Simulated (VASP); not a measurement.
Data:

```
CELL_PARAMETERS angstrom
      2.07000    -3.58534     0.00000
      2.07000     3.58534     0.00000
      0.00000     0.00000     6.72000
ATOMIC_POSITIONS crystal
  Cd 0.66667 0.33333 0.50000
  Cd 0.33333 0.66667 0.00000
  S  0.66667 0.33333 0.87700
  S  0.33333 0.66667 0.37700
```

All values below come from PBE GGA, VASP's PBE PAW potentials (set 64) (plane waves; VASP). Numerical set-up: 400 eV cut-off, 8×8×5 Monkhorst-Pack mesh, Gaussian smearing of 0.050 eV, potentials Cd S.

### Question
What does the run give for the energy per atom (σ→0), pressure?

### Answer

```yaml
energy per atom (σ→0): -3.063 eV/atom
pressure: 2.48 GPa
```

Total energies compare only between runs with the same potentials, cut-off and functional.

The compound is CdS in the wurtzite structure. The cell was not relaxed at this level. The run is one of a series of settings (KPOINTS 8×8×5 Monkhorst-Pack mesh against the base run), some of them coarse on purpose.
